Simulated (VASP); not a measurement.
Runs of VASP 6.6.1 on CaO. Symmetry: Fm-3m, No. 225, cubic system. The conventional cell has a = 4.793 Å, b = 4.793 Å, c = 4.793 Å, α = 90.00°, β = 90.00°, γ = 90.00°. Ca (site symmetry m-3m) has 6 O at 2.40 Å as nearest neighbours. O (site symmetry m-3m) has 6 Ca at 2.40 Å as nearest neighbours. The cell was built by a generator and needn't be a form met in nature.

```csv
task,level,spin,cell,k mesh,cutoff (eV),grid for exact exchange (PRECFOCK),screening parameter,gap on the mesh (eV),pressure (GPa)
electrostatic potential,r2SCAN+rVV10,off,"Fm-3m, 13.77 Å³/atom",10 × 10 × 10,520,-,-,4.15,0.1
electrostatic potential,HSE06,off,"Fm-3m, 13.77 Å³/atom",8 × 8 × 8,520,Fast,0.2 1/A,5.32,(a)
electrostatic potential,PBE,"non-collinear, zero start, SOC","Fm-3m, 13.77 Å³/atom",10 × 10 × 10,520,-,-,-,3.2
relaxation of cell and atoms,r2SCAN+rVV10,off,relaxed,10 × 10 × 10,600,-,-,4.15,0.0
band structure,r2SCAN+rVV10,off,"Fm-3m, 13.77 Å³/atom",10 × 10 × 10,520,-,-,4.15,0.1
```

Alike in all rows: potentials or basis VASP PAW PBE potentials, release 64 (Ca_sv, O); smearing gaussian 0.02 eV.

Q: Estimate the missing entries.

A: (a) 1.1.

Caveats: the PAW data sets were made with another functional, which shifts forces and pressure a little (some runs).

A k mesh can miss the band edges.
